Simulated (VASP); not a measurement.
Here is the system:

```
CELL_PARAMETERS angstrom
     -3.03459     3.03459     2.42121
      3.03459    -3.03459     2.42121
      3.03459     3.03459    -2.42121
ATOMIC_POSITIONS crystal
  Al 0.84139 0.65861 0.50000
  Al 0.15861 0.34139 0.50000
  Al 0.65861 0.15861 0.81722
  Al 0.34139 0.84139 0.18278
  Cu 0.25000 0.25000 0.00000
  Cu 0.75000 0.75000 0.00000
```

All values below come from PBE GGA, VASP's PBE PAW potentials (set 64) (plane waves; VASP). Settings: 300 eV cut-off, 10×10×10 Γ-centred mesh, Fermi-Dirac smearing of 0.10 eV, potentials Al Cu.

Predict the energy per atom (σ→0), band gap (on the k-mesh) with the smallest direct gap where there is one.

| Property | Result |
|---|---|
| band gap (on the k-mesh) | none (metal, semimetal or under 0.01 eV) |
| energy per atom (σ→0) | -3.894 eV/atom |

The structure comes from a computed database's Al2Cu entry; how it stands against other phases isn't given here. The cell was not relaxed at this level.
